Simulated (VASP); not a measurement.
# Y2CrBr2O2 (I4/mmm) in VASP: single point with r2SCAN

Aim: the single point of Y2CrBr2O2 with r2SCAN.

Everything below comes from runs of VASP 6.6.1. Logs are shortened: lines on timing, memory, paths and dates and some standing lists are left out, and cuts for length are marked.

## Step 1: The crystal as given

Symmetry: I4/mmm, No. 139, tetragonal system. The conventional cell has a = 3.940 Å, b = 3.940 Å, c = 16.917 Å, α = 90.00°, β = 90.00°, γ = 90.00°. Y (site symmetry 4mm) is surrounded by 4 O at 2.65 Å and 4 Br at 2.88 Å. Cr (site symmetry 4/mmm) is surrounded by 4 O at 1.97 Å. O (site symmetry mmm) has 2 Cr at 1.97 Å as nearest neighbours. Br (site symmetry 4mm) has 1 Cr at 2.49 Å as nearest neighbours.

The cell was built by a generator and needn't be a form met in nature.

## Step 2: Single point, r2SCAN

The input, POSCAR:

```
Y2CrBr2O2
1.0
    0.0000000000      3.9400480400      0.0000000000
    3.9400480400      0.0000000000      0.0000000000
    1.9700240200      1.9700240200     -8.4586143800
Y Cr O Br
2 1 2 2
Direct
    0.3950000000      0.3950000000      0.2100000000
    0.6050000000      0.6050000000      0.7900000000
    0.0000000000      0.0000000000      0.0000000000
    0.5000000000      0.0000000000      0.0000000000
    0.0000000000      0.5000000000      0.0000000000
    0.1470000000      0.1470000000      0.7060000000
    0.8530000000      0.8530000000      0.2940000000
```

The input, INCAR.step1:

```
  PREC = Accurate
  ENCUT = 520
  ISMEAR = -1
  SIGMA = 0.1177
  LREAL = F
  LASPH = T
  NELM = 100
  NBANDS = 39
  GGA = PE
  ALGO = Normal
  EDIFF = 1E-4
  LWAVE = T
  LCHARG = F
```

The input, INCAR.step2:

```
  PREC = Accurate
  ENCUT = 520
  EDIFF = 1E-6
  ISMEAR = -1
  SIGMA = 0.1177
  LREAL = F
  LASPH = T
  NELM = 100
  ALGO = Normal
  ISIF = 2
  LWAVE = F
  LCHARG = F
  METAGGA = R2SCAN
  LMIXTAU = T
  NBANDS = 39
  ISTART = 1
```

The input, KPOINTS:

```
regular mesh
0
Gamma
  5 5 5
```

Potentials or basis: VASP PAW PBE potentials, release 64 (Y_sv, Cr_pv, O, Br).

On the command line:

```
$ cat potpaw_PBE.64/Y_sv/POTCAR potpaw_PBE.64/Cr_pv/POTCAR potpaw_PBE.64/O/POTCAR potpaw_PBE.64/Br/POTCAR > POTCAR
$ cp INCAR.step1 INCAR
$ mpirun -np 1 vasp_std > vasp.out
$ cp INCAR.step2 INCAR
$ mpirun -np 1 vasp_std > vasp.out
```

OUTCAR:

```text
PREC = Accurate
   ENCUT = 520
   EDIFF = 1E-6
   ISMEAR = -1
   LREAL = F
   LASPH = T
   NELM = 100
   ISIF = 2
   METAGGA = R2SCAN
   ISTART = 1

 ion  position               nearest neighbor table
   1  0.395  0.395  0.210-   5 2.65   4 2.65   4 2.65   5 2.65   7 2.88   7 2.88   7 2.88   7 2.88
                             3 3.30   3 3.30   3 3.30   3 3.30   2 3.55
   2  0.605  0.605  0.790-   4 2.65   5 2.65   4 2.65   5 2.65   6 2.88   6 2.88   6 2.88   6 2.88
                             3 3.30   3 3.30   3 3.30   3 3.30   1 3.55
   3  0.000  0.000  0.000-   4 1.97   5 1.97   5 1.97   4 1.97   6 2.49   7 2.49   2 3.30   1 3.30
                             2 3.30   1 3.30   2 3.30   1 3.30   2 3.30   1 3.30
   4  0.500  0.000  0.000-   3 1.97   3 1.97   1 2.65   2 2.65   2 2.65   1 2.65
   5  0.000  0.500  0.000-   3 1.97   3 1.97   2 2.65   1 2.65   2 2.65   1 2.65
   6  0.147  0.147  0.706-   3 2.49   2 2.88   2 2.88   2 2.88   2 2.88
   7  0.853  0.853  0.294-   3 2.49   1 2.88   1 2.88   1 2.88   1 2.88

  LATTYP: Found a body centered tetragonal cell.
 ALAT       =     3.9400480400
 C/A-ratio  =     4.2936605311

  Lattice vectors:

 A1 = (  -1.9700240200,   1.9700240200,   8.4586143800)
 A2 = (   1.9700240200,  -1.9700240200,   8.4586143800)
 A3 = (   1.9700240200,   1.9700240200,  -8.4586143800)

Analysis of symmetry for initial positions (statically):
=====================================================================
 Subroutine PRICEL returns:
 Original cell was already a primitive cell.

 Routine SETGRP: Setting up the symmetry group for a
 body centered tetragonal supercell.

 Subroutine GETGRP returns: Found 16 space group operations
 (whereof 16 operations were pure point group operations)
 out of a pool of 16 trial point group operations.

The static configuration has the point symmetry D_4h.

Analysis of symmetry for dynamics (positions and initial velocities):
=====================================================================
 Subroutine PRICEL returns:
 Original cell was already a primitive cell.

 Routine SETGRP: Setting up the symmetry group for a
 body centered tetragonal supercell.

 Subroutine GETGRP returns: Found 16 space group operations
 (whereof 16 operations were pure point group operations)
 out of a pool of 16 trial point group operations.

The dynamic configuration has the point symmetry D_4h.

 Subroutine INISYM returns: Found 16 space group operations
 (whereof 16 operations are pure point group operations),
 and found     1 'primitive' translations

----------------------------------------------------------------------------------------

                                     Primitive cell

  volume of cell :     131.3113

  direct lattice vectors                    reciprocal lattice vectors
     0.000000000  3.940048040  0.000000000     0.000000000  0.253804012  0.059111336
     3.940048040  0.000000000  0.000000000     0.253804012  0.000000000  0.059111336
     1.970024020  1.970024020 -8.458614380     0.000000000  0.000000000 -0.118222673

  length of vectors
     3.940048040  3.940048040  8.905624431     0.260596674  0.260596674  0.118222673

  position of ions in fractional coordinates (direct lattice)
     0.395000000  0.395000000  0.210000000
     0.605000000  0.605000000  0.790000000
     0.000000000  0.000000000  0.000000000
     0.500000000  0.000000000  0.000000000
     0.000000000  0.500000000  0.000000000
     0.147000000  0.147000000  0.706000000
     0.853000000  0.853000000  0.294000000

  ion indices of the primitive-cell ions
   primitive index   ion index
                 1           1
                 2           2
                 3           3
                 4           4
                 5           5
                 6           6
                 7           7

----------------------------------------------------------------------------------------

 KPOINTS: regular mesh

Automatic generation of k-mesh.
 Grid dimensions read from file:
 generate k-points for:    5    5    5

 Generating k-lattice:

  Cartesian coordinates                     Fractional coordinates (reciprocal lattice)
     0.000000000  0.050760802  0.011822267     0.200000000  0.000000000  0.000000000
     0.050760802  0.000000000  0.011822267     0.000000000  0.200000000  0.000000000
     0.000000000  0.000000000 -0.023644535     0.000000000  0.000000000  0.200000000

  Length of vectors
     0.052119335  0.052119335  0.023644535

  Shift w.r.t. Gamma in fractional coordinates (k-lattice)
     0.000000000  0.000000000  0.000000000

 Subroutine IBZKPT returns following result:
 ===========================================

 Found     18 irreducible k-points:

 Following reciprocal coordinates:
            Coordinates               Weight
  0.000000  0.000000  0.000000      1.000000
  0.200000  0.000000 -0.000000      8.000000
  0.400000  0.000000 -0.000000      8.000000
  0.200000  0.200000 -0.000000      8.000000
  0.400000  0.200000 -0.000000     16.000000
 -0.400000  0.200000  0.000000     16.000000
[... 10 lines left out ...]
  0.000000  0.000000  0.400000      2.000000
 -0.200000  0.000000  0.400000      4.000000
   k-points           NKPTS =     18   k-points in BZ     NKDIM =     18   number of bands    NBANDS=     39
   number of dos      NEDOS =    301   number of ions     NIONS =      7
   total plane-waves  NPLWV =  63000
   dimension x,y,z NGX =    30 NGY =   30 NGZ =   70
   dimension x,y,z NGXF=    60 NGYF=   60 NGZF=  140
   ions per type =               2   1   2   2
   NGX,Y,Z   is equivalent  to a cutoff of  12.66, 12.66, 13.07 a.u.
   NGXF,Y,Z  is equivalent  to a cutoff of  25.32, 25.32, 26.13 a.u.
 SYSTEM =  unknown system
   PREC   = accura    normal or accurate (medium, high low for compatibility)
   ISTART =      1    job   : 0-new  1-cont  2-samecut
   ICHARG =      0    charge: 1-file 2-atom 10-const
   ISPIN  =      1    spin polarized calculation?
   LNONCOLLINEAR =      F non collinear calculations
   LSORBIT =      F    spin-orbit coupling
   LASPH  =      T    aspherical Exc in radial PAW
   ENCUT  =  520.0 eV  38.22 Ry    6.18 a.u.   7.33  7.33 16.56*2*pi/ulx,y,z
   NELM   =    100;   NELMIN=  2; NELMDL=  0     # of ELM steps
   EDIFF  = 0.1E-05   stopping-criterion for ELM
   LREAL  =      F    real-space projection
   EDIFFG = 0.1E-04   stopping-criterion for IOM
   NSW    =      0    number of steps for IOM
   IBRION =     -1    ionic relax: 0-MD 1-quasi-New 2-CG
   NFREE  =      0    steps in history (QN), initial steepest desc. (CG)
   ISIF   =      2    stress and relaxation
   ISYM   =      2    0-nonsym 1-usesym 2-fastsym
   POTIM  = 0.5000    time-step for ionic-motion
   TEBEG  =    0.0;   TEEND  =   0.0 temperature during run
   PSTRESS=    0.0 pullay stress
   NELECT =      60.0000    total number of electrons
   NUPDOWN=      -1.0000    fix difference up-down
   EMIN   =  10.00;   EMAX   =-10.00  energy-range for DOS
   EFERMI =   0.00;   METHOD = LEGACY
   ISMEAR =    -1;   SIGMA  =   0.12  broadening in eV -4-tet -1-fermi 0-gaus
   EFERMI_NEDOS =   21; number of points for ismear=-14 and -15
   IALGO  =     38    algorithm
   IMIX   =      4    mixing-type and parameters
     AMIX     =   0.40;   BMIX     =  1.00
     AMIX_MAG =   1.60;   BMIX_MAG =  1.00
  volume/ion in A,a.u.               =      18.76       126.59
  Fermi-wavevector in a.u.,A,eV,Ry     =   1.260931  2.382813 21.632526  1.589946
  Thomas-Fermi vector in A             =   2.394415
   LORBIT       =      0    0 simple, 1 ext, 2 COOP (PROOUT), +10 PAW based schemes
   METAGGA = R2SCAN    functional components
   LHFCALC =     F    Hartree Fock is set to
   AEXX    =    0.0000 exact exchange contribution
   IVDW    =     0    specifies the selected vdW correction
   LEPSILON=     F    determine dielectric tensor
   LRPA    =     F    only Hartree local field effects (RPA)
 non-spin polarized calculation
  energy-cutoff  :      520.00
  volume of cell :      131.31
 maximum number of plane-waves:      3583
 NGX is ok and might be reduce to    30
   NGX = 15   NGY = 15   NGZ = 33

 number of electron      60.0000009 magnetization

 Free energy of the ion-electron system (eV)
  ---------------------------------------------------
  ext. energy  EPLUGINS =         0.00000000
  ---------------------------------------------------
  free energy    TOTEN  =      -105.22949027 eV

  energy without entropy =     -104.93627973  energy(sigma->0) =     -105.08288500

 E-fermi :   6.7048     XC(G=0): -10.6473

 val. band max:        6.6856184704   @ k =   0.4000   0.4000   0.2000
 cond. band min:       6.7712007659   @ k =  -0.4000   0.4000   0.0000
 fundamental gap:      0.0855822955
 Fermi energy:         6.7047540000

 k-point     1 :       0.0000    0.0000    0.0000
  band No.  band energies     occupation
      1     -39.4158      2.00000
      2     -39.4043      2.00000
      3     -38.4406      2.00000
      4     -38.4405      2.00000
      5     -38.1775      2.00000
      6     -18.9729      2.00000
[... 31 lines left out ...]
     38       8.0138      0.00003
     39       8.2734      0.00000

 k-point     2 :       0.2000    0.0000   -0.0000
  band No.  band energies     occupation
      1     -39.4133      2.00000
      2     -39.4010      2.00000
      3     -38.4453      2.00000
      4     -38.4403      2.00000
      5     -38.1777      2.00000
      6     -18.9497      2.00000
[... 31 lines left out ...]
     38       8.2134      0.00001
     39       8.3184      0.00000

 k-point     3 :       0.4000    0.0000   -0.0000
  band No.  band energies     occupation
      1     -39.4094      2.00000
      2     -39.3958      2.00000
      3     -38.4529      2.00000
      4     -38.4399      2.00000
      5     -38.1780      2.00000
      6     -19.0796      2.00000
[... 31 lines left out ...]
     38       8.7269      0.00000
     39       8.9635      0.00000

 k-point     4 :       0.2000    0.2000   -0.0000
  band No.  band energies     occupation
      1     -39.4106      2.00000
      2     -39.3980      2.00000
      3     -38.4457      2.00000
      4     -38.4448      2.00000
      5     -38.1778      2.00000
      6     -18.9397      2.00000
[... 31 lines left out ...]
     38       8.5267      0.00000
     39       8.6440      0.00000
[... 502 lines left out ...]
     38       8.4850      0.00000
     39       8.6823      0.00000

 k-point    17 :       0.0000    0.0000    0.4000
  band No.  band energies     occupation
      1     -39.4157      2.00000
      2     -39.4043      2.00000
      3     -38.4405      2.00000
      4     -38.4405      2.00000
      5     -38.1775      2.00000
      6     -18.9696      2.00000
[... 31 lines left out ...]
     38       7.8747      0.00010
     39       8.5028      0.00000

 k-point    18 :      -0.2000    0.0000    0.4000
  band No.  band energies     occupation
      1     -39.4133      2.00000
      2     -39.4010      2.00000
      3     -38.4453      2.00000
      4     -38.4403      2.00000
      5     -38.1777      2.00000
      6     -18.9490      2.00000
[... 31 lines left out ...]
     38       8.3256      0.00000
     39       8.3371      0.00000

------------------------ aborting loop because EDIFF is reached ----------------------------------------

  FORCE on cell =-STRESS in cart. coord.  units (eV):
  Direction    XX          YY          ZZ          XY          YZ          ZX
  --------------------------------------------------------------------------------------
  -------------------------------------------------------------------------------------
  Total        0.1622926      0.1622926     -3.7126915      0.0000000     -0.0000000      0.0000000
  in kB        1.9801910      1.9801910    -45.2998939      0.0000000     -0.0000000      0.0000000
  external PRESSURE =     -13.7798373 kB  Pullay stress =       0.0000000 kB

 VOLUME and BASIS-vectors are now :
 -----------------------------------------------------------------------------
  energy-cutoff  :      520.00
  volume of cell :      131.31
      direct lattice vectors                 reciprocal lattice vectors
     0.000000000  3.940048040  0.000000000     0.000000000  0.253804012  0.059111336
     3.940048040  0.000000000  0.000000000     0.253804012  0.000000000  0.059111336
     1.970024020  1.970024020 -8.458614380     0.000000000  0.000000000 -0.118222673

 POSITION                                       TOTAL-FORCE (eV/Angst)
 -----------------------------------------------------------------------------------
      1.97002      1.97002     -1.77631         0.000000      0.000000      2.869019
      3.94005      3.94005     -6.68231        -0.000000     -0.000000     -2.869019
      0.00000      0.00000      0.00000         0.000000      0.000000      0.000000
      0.00000      1.97002      0.00000         0.000000      0.000000      0.000000
      1.97002      0.00000      0.00000         0.000000      0.000000      0.000000
      1.97002      1.97002     -5.97178         0.000000      0.000000      1.224041
      3.94005      3.94005     -2.48683        -0.000000     -0.000000     -1.224041
 -----------------------------------------------------------------------------------
    total drift:                                0.000000      0.000000     -0.000000

  FREE ENERGIE OF THE ION-ELECTRON SYSTEM (eV)
  ---------------------------------------------------
  free  energy   TOTEN  =      -105.2294902656 eV

  energy  without entropy=     -104.9362797310  energy(sigma->0) =     -105.08288500
```

Wall time 5.5 min (1 thread of Intel Xeon Platinum 8488C (Sapphire Rapids), shared host); peak memory 0.32 GiB.

What came out:

```yaml
Free_energy: -105.2295 eV
Pressure: -1.4 GPa
Largest_force: 2.869 eV/Å
Band_gap_on_the_k_mesh: none (metal or under the smearing width)
```

Forces in eV/Å, atoms in the order of the input:
```
Y    0.000  0.000  2.869
Y    0.000  0.000 -2.869
Cr   0.000  0.000  0.000
O    0.000  0.000  0.000
O    0.000  0.000  0.000
Br   0.000  0.000  1.224
Br   0.000  0.000 -1.224
```

Caveat: the PAW data sets were made with another functional, which shifts forces and pressure a little; the run has no spin polarisation, though such a crystal can be magnetic; semilocal functionals often make such compounds metallic where correlation or magnetic order opens a gap, which also shifts bond lengths.
